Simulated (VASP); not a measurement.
Computed with PBE GGA, VASP's PBE PAW potentials (set 64) (plane waves; VASP 6.6.1).

The input files of a VASP run:

File POSCAR:
```
NaCl
1
    0.0000000000     2.8444657341     2.8444657341
    2.8444657341     0.0000000000     2.8444657341
    2.8444657341     2.8444657341     0.0000000000
Na Cl
1 1
Direct
  0.0000000000   0.0000000000   0.0000000000
  0.5000000000   0.5000000000   0.5000000000
```

**KPOINTS**
```
Automatic
0
G
  6 6 6
0 0 0
```

### INCAR
```
SYSTEM=NaCl
PREC=Accurate; ENCUT=520; LREAL=.FALSE.
LASPH=.TRUE.
EDIFF=1E-6; NELM=100; ALGO=Normal
ISMEAR=0; SIGMA=0.05
GGA=PE
LWAVE=.TRUE.; LCHARG=.FALSE.
```

POTCAR, in this order: Na_pv Cl (PBE.64 set). Program: vasp_std.

Estimate the energy per atom (σ→0), band gap (on the k-mesh).

The energy per atom (σ→0) is -3.389 eV/atom and the band gap (on the k-mesh) is 5.01 eV.

### OSZICAR
```
...
DAV:   6    -0.678365266429E+01    0.19747E+00   -0.40229E-01   397   0.418E+00    0.161E+00
DAV:   7    -0.677184875261E+01    0.11804E-01   -0.92374E-02   435   0.203E+00    0.108E+00
DAV:   8    -0.677772564958E+01   -0.58769E-02   -0.10210E-02   358   0.106E+00    0.251E-01
DAV:   9    -0.677767130280E+01    0.54347E-04   -0.19573E-04   424   0.137E-01    0.140E-01
DAV:  10    -0.677783217380E+01   -0.16087E-03   -0.35074E-04   355   0.161E-01    0.543E-02
DAV:  11    -0.677782342017E+01    0.87536E-05   -0.20418E-05   424   0.429E-02    0.112E-02
DAV:  12    -0.677782376373E+01   -0.34356E-06   -0.18524E-06   367   0.138E-02
   1 F= -.67778238E+01 E0= -.67778238E+01  d E =-.162248E-11
```

The compound is NaCl in the rock salt structure. It was relaxed first.
